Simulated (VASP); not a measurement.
# Sb2TeO5 (P6/mmm) in VASP: notebook

The runs below take Sb2TeO5 through relaxation of cell and atoms, with PBE.

Everything below comes from runs of VASP 6.6.1. Logs are shortened: lines on timing, memory, paths and dates and some standing lists are left out, and cuts for length are marked.

## Step 1: Starting point

Symmetry: P6/mmm, No. 191, hexagonal system. Conventional cell: a = 5.537 Å, b = 5.537 Å, c = 5.301 Å, α = 90.00°, β = 90.00°, γ = 120.00°. Around Sb (site symmetry -6m2) lie 3 O at 1.60 Å. Te (site symmetry 6/mmm) is surrounded by 6 O at 3.20 Å. O (site symmetry -6m2) has 2 Sb at 2.65 Å as nearest neighbours. Around O (site symmetry mmm) lie 2 Sb at 1.60 Å.

The cell was built by a generator and needn't be a form met in nature.

## Step 2: Relaxation of cell and atoms, PBE

Contents of INCAR:

```
  ALGO = Fast
  EDIFF = 1E-4
  EDIFFG = -0.08
  ENCUT = 520
  GGA = PE
  IBRION = 2
  ISIF = 3
  ISMEAR = 0
  LASPH = T
  LCHARG = F
  LREAL = F
  LWAVE = F
  NELM = 60
  NSW = 24
  PREC = Normal
  SIGMA = 0.15
```

Contents of KPOINTS:

```
k-points
0
Gamma
  3 3 3
```

Contents of POSCAR:

```
Sb2TeO5
1.0
    5.5371040200      0.0000000000      0.0000000000
   -2.7685520100      4.7952727500      0.0000000000
    0.0000000000      0.0000000000      5.3009229100
Sb Te O
2 1 5
Direct
    0.3333333300      0.6666666700      0.5000000000
    0.6666666700      0.3333333300      0.5000000000
    0.0000000000      0.0000000000      0.0000000000
    0.3333333300      0.6666666700      0.0000000000
    0.6666666700      0.3333333300      0.0000000000
    0.5000000000      0.0000000000      0.5000000000
    0.0000000000      0.5000000000      0.5000000000
    0.5000000000      0.5000000000      0.5000000000
```

Potentials or basis: VASP PAW PBE potentials, release 64 (Sb, Te, O).

On the command line:

```sh
cat potpaw_PBE.64/Sb/POTCAR potpaw_PBE.64/Te/POTCAR potpaw_PBE.64/O/POTCAR > POTCAR
mpirun -np 1 vasp_std > vasp.out
```

OUTCAR:

```text
EDIFF = 1E-4
   EDIFFG = -0.08
   ENCUT = 520
   GGA = PE
   IBRION = 2
   ISIF = 3
   ISMEAR = 0
   LASPH = T
   LREAL = F
   NELM = 60
   NSW = 24
   PREC = Normal

 ion  position               nearest neighbor table
   1  0.333  0.667  0.500-   7 1.60   6 1.60   8 1.60   4 2.65   4 2.65   2 3.20   2 3.20   2 3.20

   2  0.667  0.333  0.500-   7 1.60   6 1.60   8 1.60   5 2.65   5 2.65   1 3.20   1 3.20   1 3.20

   3  0.000  0.000  0.000-
   4  0.333  0.667  0.000-   1 2.65   1 2.65
   5  0.667  0.333  0.000-   2 2.65   2 2.65
   6  0.500  0.000  0.500-   1 1.60   2 1.60
   7  0.000  0.500  0.500-   1 1.60   2 1.60
   8  0.500  0.500  0.500-   1 1.60   2 1.60

  LATTYP: Found a hexagonal cell.
 ALAT       =     5.5371040200
 C/A-ratio  =     0.9573457336

  Lattice vectors:

 A1 = (   5.5371040200,   0.0000000000,   0.0000000000)
 A2 = (  -2.7685520100,   4.7952727500,   0.0000000000)
 A3 = (   0.0000000000,   0.0000000000,   5.3009229100)

Analysis of symmetry for initial positions (statically):
=====================================================================
 Subroutine PRICEL returns:
 Original cell was already a primitive cell.

 Routine SETGRP: Setting up the symmetry group for a
 hexagonal supercell.

 Subroutine GETGRP returns: Found 24 space group operations
 (whereof 24 operations were pure point group operations)
 out of a pool of 24 trial point group operations.

The static configuration has the point symmetry D_6h.

Analysis of symmetry for dynamics (positions and initial velocities):
=====================================================================
 Subroutine PRICEL returns:
 Original cell was already a primitive cell.

 Routine SETGRP: Setting up the symmetry group for a
 hexagonal supercell.

 Subroutine GETGRP returns: Found 24 space group operations
 (whereof 24 operations were pure point group operations)
 out of a pool of 24 trial point group operations.

The dynamic configuration has the point symmetry D_6h.

 Subroutine INISYM returns: Found 24 space group operations
 (whereof 24 operations are pure point group operations),
 and found     1 'primitive' translations

----------------------------------------------------------------------------------------

                                     Primitive cell

  volume of cell :     140.7497

  direct lattice vectors                    reciprocal lattice vectors
     5.537104020  0.000000000  0.000000000     0.180599822  0.104269356  0.000000000
    -2.768552010  4.795272750  0.000000000     0.000000000  0.208538711  0.000000000
     0.000000000  0.000000000  5.300922910     0.000000000  0.000000000  0.188646396

  length of vectors
     5.537104020  5.537104025  5.300922910     0.208538712  0.208538711  0.188646396

  position of ions in fractional coordinates (direct lattice)
     0.333333330  0.666666670  0.500000000
     0.666666670  0.333333330  0.500000000
     0.000000000  0.000000000  0.000000000
     0.333333330  0.666666670  0.000000000
     0.666666670  0.333333330  0.000000000
     0.500000000  0.000000000  0.500000000
     0.000000000  0.500000000  0.500000000
     0.500000000  0.500000000  0.500000000

  ion indices of the primitive-cell ions
   primitive index   ion index
                 1           1
                 2           2
                 3           3
                 4           4
                 5           5
                 6           6
                 7           7
                 8           8

----------------------------------------------------------------------------------------

 KPOINTS: k-points

Automatic generation of k-mesh.
 Grid dimensions read from file:
 generate k-points for:    3    3    3

 Generating k-lattice:

  Cartesian coordinates                     Fractional coordinates (reciprocal lattice)
     0.060199941  0.034756452  0.000000000     0.333333333 -0.000000000  0.000000000
     0.000000000  0.069512904  0.000000000     0.000000000  0.333333333  0.000000000
[... 51 lines left out ...]

  FORCE on cell =-STRESS in cart. coord.  units (eV):
  Direction    XX          YY          ZZ          XY          YZ          ZX
  --------------------------------------------------------------------------------------
  -------------------------------------------------------------------------------------
  Total       95.9757808     95.9757810    -25.2898820      0.0000000     -0.0000000      0.0000000
  in kB     1092.5083156   1092.5083180   -287.8789441      0.0000000     -0.0000000      0.0000000
  external PRESSURE =     632.3792298 kB  Pullay stress =       0.0000000 kB
[... 27 lines left out ...]
  energy  without entropy=      -20.5336505752  energy(sigma->0) =      -20.55654703

--------------------------------------- Ionic step        2  -------------------------------------------

 number of electron      46.0000043 magnetization

 E-fermi :  -2.1511     XC(G=0):  -6.3484

 val. band max:       -2.1673478664   @ k =   0.3333   0.3333   0.0000
 cond. band min:      -2.1479451223   @ k =   0.3333   0.3333   0.0000
 fundamental gap:      0.0194027441
 Fermi energy:        -2.1510910970

 k-point     1 :       0.0000    0.0000    0.0000
  band No.  band energies     occupation
      1     -18.6913      2.00000
      2     -18.5806      2.00000
      3     -17.9116      2.00000
      4     -17.9101      2.00000
      5     -17.8580      2.00000
      6     -11.6735      2.00000
[... 252 lines left out ...]
  FREE ENERGIE OF THE ION-ELECTRON SYSTEM (eV)
  ---------------------------------------------------
  free  energy   TOTEN  =       -35.5551243607 eV

  energy  without entropy=      -35.3976999496  energy(sigma->0) =      -35.47641216

[... ionic steps 4 to 7 ...]

--------------------------------------- Ionic step        8  -------------------------------------------

 number of electron      46.0000001 magnetization

------------------------ aborting loop because EDIFF is reached ----------------------------------------

  FORCE on cell =-STRESS in cart. coord.  units (eV):
  Direction    XX          YY          ZZ          XY          YZ          ZX
  --------------------------------------------------------------------------------------
  -------------------------------------------------------------------------------------
  Total       -0.5699427     -0.5699427     -2.8848394      0.0000000      0.0000000      0.0000000
  in kB       -6.1869051     -6.1869051    -31.3158277      0.0000000      0.0000000      0.0000000
  external PRESSURE =     -14.5632126 kB  Pullay stress =       0.0000000 kB
[... 27 lines left out ...]
  energy  without entropy=      -40.7242911679  energy(sigma->0) =      -40.78654543

--------------------------------------- Ionic step        9  -------------------------------------------

 number of electron      46.0000017 magnetization

 E-fermi :   3.5615     XC(G=0):  -9.2160

 val. band max:        3.5244475380   @ k =   0.3333  -0.0000   0.3333
 cond. band min:       3.6021501868   @ k =   0.0000   0.0000   0.3333
 fundamental gap:      0.0777026489
 Fermi energy:         3.5615310915

 k-point     1 :       0.0000    0.0000    0.0000
  band No.  band energies     occupation
      1     -16.6583      2.00000
      2     -14.9916      2.00000
      3     -14.6516      2.00000
      4     -14.6516      2.00000
      5     -13.2220      2.00000
      6      -6.3102      2.00000
[... 214 lines left out ...]
  energy  without entropy=      -40.7319764431  energy(sigma->0) =      -40.79095609

--------------------------------------- Ionic step       10  -------------------------------------------

 number of electron      46.0000008 magnetization

 Free energy of the ion-electron system (eV)
  ---------------------------------------------------
  ext. energy  EPLUGINS =         0.00000000
  ---------------------------------------------------
  free energy    TOTEN  =       -40.86540295 eV

  energy without entropy =      -40.74515069  energy(sigma->0) =      -40.80527682

 E-fermi :   3.4459     XC(G=0):  -9.1678

 val. band max:        3.4043671998   @ k =   0.3333  -0.0000   0.3333
 cond. band min:       3.4874982708   @ k =   0.0000   0.0000   0.3333
 fundamental gap:      0.0831310710
 Fermi energy:         3.4459458370

 k-point     1 :       0.0000    0.0000    0.0000
  band No.  band energies     occupation
      1     -16.6753      2.00000
      2     -14.9174      2.00000
      3     -14.7748      2.00000
      4     -14.7748      2.00000
      5     -13.2864      2.00000
      6      -6.4106      2.00000
[... 210 lines left out ...]
  FREE ENERGIE OF THE ION-ELECTRON SYSTEM (eV)
  ---------------------------------------------------
  free  energy   TOTEN  =       -40.8654029461 eV

  energy  without entropy=      -40.7451506949  energy(sigma->0) =      -40.80527682

 reached required accuracy - stopping structural energy minimisation
```

Wall time 3.1 min (1 thread of Intel Xeon Platinum 8488C (Sapphire Rapids), shared host); peak memory 0.19 GiB.

Results:

| Quantity | Value |
| --- | --- |
| Free energy | -40.8654 eV |
| Relaxed volume | 18.27 Å³/atom |
| Relaxed cell | a = 6.622 Å, b = 6.622 Å, c = 3.849 Å, α = 90.00°, β = 90.00°, γ = 120.00° |
| Space group after relaxing (to 0.05 Å) | P6/mmm (No. 191) |
| Energy gained by relaxing | 2535.7 meV/atom |
| Ionic steps | 10 |
| Pressure after relaxing | -0.5 GPa |
| Band gap on the k mesh | none (metal or under the smearing width) |

Stress tensor (GPa, compression positive):
```
-0.61  0.00  0.00
 0.00 -0.61  0.00
 0.00  0.00 -0.35
```

Step by step:
```tsv
step	energy change (eV)	largest force (eV/Å)	pressure (GPa)	volume (Å³)
1	0.0000	0.0000	63.24	140.75
2	4.2943	0.0000	-32.78	297.32
3	-14.9757	0.0000	-12.89	205.88
4	-15.3384	0.0000	-10.38	198.81
5	-15.4240	0.0000	-6.83	191.49
6	-15.4317	0.0000	-7.33	192.55
7	-18.2176	0.0000	-9.09	169.96
8	-20.2694	0.0000	-1.46	147.59
9	-20.2705	0.0000	1.01	144.51
10	-20.2860	0.0000	-0.52	146.13
```

Final structure:
```
Sb Te O
1.0
     6.62163    0.00000    0.00000
    -3.31081    5.73450    0.00000
     0.00000    0.00000    3.84850
Sb Te O
2 1 5
Direct
  0.33333 0.66667 0.50000
  0.66667 0.33333 0.50000
  0.00000 0.00000 0.00000
  0.33333 0.66667 0.00000
  0.66667 0.33333 0.00000
  0.50000 0.00000 0.50000
  0.00000 0.50000 0.50000
  0.50000 0.50000 0.50000
```

Levels at points of the mesh, in eV from the Fermi level:
| k point | band 19 | band 20 | band 21 | band 22 | band 23 | band 24 | band 25 | band 26 | band 27 | band 28 |
| --- | --- | --- | --- | --- | --- | --- | --- | --- | --- | --- |
| (0.00, 0.00, 0.00) | -1.74 | -1.67 | -1.59 | -1.59 | -0.05 | -0.05 | 1.38 | 4.65 | 5.40 | 5.51 |

Caveat: the k mesh is coarse (spacing up to 0.44 Å⁻¹), so the values aren't converged; the relaxation stopped at a loose force limit of 0.08 eV/Å, so its end isn't a converged minimum. Spin-orbit coupling is left out, which matters for the levels of Sb, Te.

## Step 3: Relaxation of cell and atoms, PBE

This run uses another cell than the first one, of 18.74 Å³/atom, 1.065 times its volume.

INCAR is that of step 2.

KPOINTS is that of step 2.

Contents of POSCAR:

```
Sb2TeO5
1.0
    4.9549412700      0.0000000000      0.0000000000
    0.0000000000      4.9549412700      0.0000000000
    0.0000000000      0.0000000000      6.1064488700
Sb Te O
2 1 5
Direct
    0.0000000000      0.5000000000      0.9058200300
    0.5000000000      0.0000000000      0.0941799700
    0.5000000000      0.5000000000      0.5000000000
    0.0000000000      0.0000000000      0.5000000000
    0.0000000000      0.5000000000      0.3337051400
    0.5000000000      0.0000000000      0.6662948600
    0.0000000000      0.0000000000      0.0000000000
    0.5000000000      0.5000000000      0.0000000000
```

Potentials or basis: VASP PAW PBE potentials, release 64 (Sb, Te, O).

On the command line:

```sh
cat potpaw_PBE.64/Sb/POTCAR potpaw_PBE.64/Te/POTCAR potpaw_PBE.64/O/POTCAR > POTCAR
mpirun -np 1 vasp_std > vasp.out
```

It took 2.5 min on 1 thread of Intel Xeon Platinum 8488C (Sapphire Rapids), shared host; peak memory 0.19 GiB.

It converged, with:

```yaml
Free_energy: -37.1402 eV
Relaxed_volume: 14.50 Å³/atom
Relaxed_cell: a = 4.519 Å, b = 4.519 Å, c = 5.682 Å, α = 90.00°, β = 90.00°, γ = 90.00°
Space_group_after_relaxing_to_0.05_Å: P-4m2 (No. 115)
Energy_gained_by_relaxing: 414.7 meV/atom
Ionic_steps: 12
Pressure_after_relaxing: 0.1 GPa
Largest_force_after_relaxing: 0.072 eV/Å
Band_gap_on_the_k_mesh: none (metal or under the smearing width)
```

Forces in eV/Å, atoms in the order of the input:
```
Sb   0.000  0.000  0.007
Sb   0.000  0.000 -0.007
Te   0.000  0.000  0.000
O    0.000  0.000  0.000
O    0.000  0.000  0.072
O    0.000  0.000 -0.072
O    0.000  0.000  0.000
O    0.000  0.000  0.000
```

Step by step:
```csv
step,energy change (eV),largest force (eV/Å),pressure (GPa),volume (Å³)
1,0.0000,1.9898,-18.27,149.92
2,-3.0545,0.6432,5.92,108.13
3,-3.1213,0.5575,0.06,112.38
4,-3.1207,0.5710,0.63,111.70
5,-3.1831,0.5278,0.95,111.68
6,-3.2598,0.1751,2.99,111.55
7,-3.2656,0.2166,1.95,111.61
8,-3.2694,0.1008,2.30,111.59
9,-3.2918,0.2256,-0.83,115.83
10,-3.2946,0.1958,-0.36,114.80
11,-3.3089,0.1146,-0.17,115.30
12,-3.3173,0.0721,0.14,116.02
```

Final structure:
```cif
data_structure
_symmetry_space_group_name_H-M 'P 1'
_symmetry_Int_Tables_number 1
_cell_length_a 4.5187
_cell_length_b 4.5187
_cell_length_c 5.6821
_cell_angle_alpha 90.000
_cell_angle_beta 90.000
_cell_angle_gamma 90.000
_cell_volume 116.02
loop_
_atom_site_label
_atom_site_type_symbol
_atom_site_fract_x
_atom_site_fract_y
_atom_site_fract_z
_atom_site_occupancy
Sb1 Sb 0.00000 0.50000 0.94391 1
Sb2 Sb 0.50000 0.00000 0.05609 1
Te1 Te 0.50000 0.50000 0.50000 1
O1 O 0.00000 0.00000 0.50000 1
O2 O 0.00000 0.50000 0.30987 1
O3 O 0.50000 0.00000 0.69013 1
O4 O 0.00000 0.00000 0.00000 1
O5 O 0.50000 0.50000 0.00000 1
```

Levels at points of the mesh, in eV from the Fermi level:
```tsv
k point	band 18	band 19	band 20	band 21	band 22	band 23	band 24	band 25	band 26	band 27
(0.00, 0.00, 0.00)	-2.82	-2.82	-1.83	-0.36	0.00	0.00	0.48	1.28	1.28	4.08
```

Caveat: the k mesh is coarse (spacing up to 0.42 Å⁻¹), so the values aren't converged; the volume moved by over 15 % at a fixed basis, so the end points are rough; the relaxation stopped at a loose force limit of 0.08 eV/Å, so its end isn't a converged minimum. Spin-orbit coupling is left out, which matters for the levels of Sb, Te.

## Step 4: Relaxation of cell and atoms, PBE

This run uses another cell than the first one, of 19.31 Å³/atom, 1.097 times its volume.

INCAR is that of step 3.

Contents of KPOINTS:

```
k-points
0
Gamma
  3 3 2
```

Contents of POSCAR:

```
Sb2TeO5
1.0
    5.1719235900      0.0000000000      0.0000000000
   -2.5859617900      4.4790172100      0.0000000000
    0.0000000000      0.0000000000      6.6671011100
Sb Te O
2 1 5
Direct
    0.3333333300      0.6666666700      0.0000000000
    0.6666666700      0.3333333300      0.0000000000
    0.0000000000      0.0000000000      0.5000000000
    0.0000000000      0.0000000000      0.0000000000
    0.3333333300      0.6666666700      0.4147968400
    0.6666666700      0.3333333300      0.4147968400
    0.6666666700      0.3333333300      0.5852031600
    0.3333333300      0.6666666700      0.5852031600
```

On the command line:

```sh
cat potpaw_PBE.64/Sb/POTCAR potpaw_PBE.64/Te/POTCAR potpaw_PBE.64/O/POTCAR > POTCAR
mpirun -np 1 vasp_std > vasp.out
```

Wall time 7.1 min (1 thread of Intel Xeon Platinum 8488C (Sapphire Rapids), shared host); peak memory 0.2 GiB.

The run converged. Its results:

```yaml
Free_energy: -34.5650 eV
Relaxed_volume: 14.44 Å³/atom
Relaxed_cell: a = 4.666 Å, b = 4.666 Å, c = 6.130 Å, α = 90.00°, β = 90.00°, γ = 120.00°
Space_group_after_relaxing_to_0.05_Å: P6/mmm (No. 191)
Energy_gained_by_relaxing: 733.1 meV/atom
Ionic_steps: 20
Pressure_after_relaxing: -0.1 GPa
Largest_force_after_relaxing: 0.063 eV/Å
Band_gap_on_the_k_mesh: none (metal or under the smearing width)
```

Forces in eV/Å, atoms in the order of the input:
```
Sb   0.000  0.000  0.000
Sb   0.000  0.000  0.000
Te   0.000  0.000  0.000
O    0.000  0.000  0.000
O    0.000  0.000  0.063
O    0.000  0.000  0.063
O    0.000  0.000 -0.063
O    0.000  0.000 -0.063
```

Stress tensor (GPa, compression positive):
```
 0.07  0.00  0.00
 0.00  0.07  0.00
 0.00  0.00 -0.34
```

The path:
| step | energy change (eV) | largest force (eV/Å) | pressure (GPa) | volume (Å³) |
| --- | --- | --- | --- | --- |
| 1 | 0.0000 | 12.3150 | 7.48 | 154.44 |
| 2 | 0.3213 | 1.0493 | -17.95 | 173.70 |
| 3 | 0.2356 | 1.0809 | -18.05 | 172.69 |
| 4 | 0.1459 | 1.1418 | -18.14 | 171.89 |
| 5 | -5.1570 | 0.2045 | -5.26 | 123.72 |
| 6 | -5.2110 | 0.8176 | -0.35 | 119.52 |
| 7 | -5.2141 | 0.6353 | -1.67 | 120.61 |
| 8 | -5.5878 | 0.9512 | -0.48 | 119.11 |
| 9 | -5.6653 | 1.3875 | 2.76 | 117.46 |
| 10 | -5.8016 | 0.5390 | 0.03 | 118.51 |
| 11 | -5.8079 | 0.2856 | -0.45 | 118.81 |
| 12 | -5.8417 | 0.1569 | -1.23 | 118.33 |
| 13 | -5.8518 | 0.0653 | -1.62 | 117.97 |
| 14 | -5.8527 | 0.0373 | -1.74 | 117.84 |
| 15 | -5.8633 | 0.0951 | -0.39 | 116.20 |
| 16 | -5.8640 | 0.1165 | -0.13 | 115.74 |
| 17 | -5.8621 | 0.1518 | 0.68 | 114.83 |
| 18 | -5.8639 | 0.1139 | 0.19 | 115.56 |
| 19 | -5.8640 | 0.1132 | 0.12 | 115.66 |
| 20 | -5.8652 | 0.0627 | -0.06 | 115.56 |

Final structure:
```
Sb Te O
1.0
     4.66556    0.00000    0.00000
    -2.33278    4.04049    0.00000
     0.00000    0.00000    6.13010
Sb Te O
2 1 5
Direct
  0.33333 0.66667 0.00000
  0.66667 0.33333 0.00000
  0.00000 0.00000 0.50000
  0.00000 0.00000 0.00000
  0.33333 0.66667 0.32645
  0.66667 0.33333 0.32645
  0.66667 0.33333 0.67355
  0.33333 0.66667 0.67355
```

Levels at points of the mesh, in eV from the Fermi level:
```csv
k point,band 21,band 22,band 23,band 24,band 25,band 26,band 27,band 28
"(0.00, 0.00, 0.00)",-1.28,-1.28,-1.11,-1.11,0.47,0.98,1.16,1.16
"(0.00, 0.00, 0.50)",-0.99,-0.99,-0.55,-0.55,0.55,1.27,1.27,2.80
```

Caveat: the k mesh is coarse (spacing up to 0.47 Å⁻¹), so the values aren't converged; the standard files for N, O and F lose accuracy on very short bonds; the volume moved by over 15 % at a fixed basis, so the end points are rough; the relaxation stopped at a loose force limit of 0.08 eV/Å, so its end isn't a converged minimum.
